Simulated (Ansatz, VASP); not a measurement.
One calculation of CS3, two programs

```
C S
1.0
    -2.36707    2.36707    2.36707
     2.36707   -2.36707    2.36707
     2.36707    2.36707   -2.36707
C S
1 3
Direct
  0.00000 0.00000 0.00000
  0.00000 0.50000 0.50000
  0.50000 0.00000 0.50000
  0.50000 0.50000 0.00000
```

Alike in both runs: functional PBE; dispersion D3(BJ); k mesh 4 × 4 × 4; occupations gaussian, width 0.1 eV; collinear spin.

Ansatz relaxed the structure, and its values are those at the end. VASP's run is a single point on that final structure, the one shown.

```csv
,VASP,Ansatz
version,VASP 6.6.1,Ansatz 0.2.0
potentials or method,"VASP PAW PBE potentials, release 64 (C, S)","scalar-relativistic, plane waves, PAW"
plane-wave cutoff (eV),520,420
valence electrons in the cell,22,22
```

Ansatz gave:

```
gap on the k mesh at the Fermi level (eV) : none
pressure (GPa)                            : -0.2
net moment per atom (μB)                  : 0.00
```

Problem. What did VASP give for the same quantities?

Solution. gap on the k mesh at the Fermi level (eV): none; pressure (GPa): -0.4; net moment per atom (μB): 0.00.

A gap of «none» marks a metal or a gap that the smearing closes. Ansatz warned: «dispersion_switch_in_reach».

Caveats: the k mesh is coarse (spacing up to 0.47 Å⁻¹), so the values aren't converged; pairwise dispersion overbinds metals, which lowers pressure and volume.
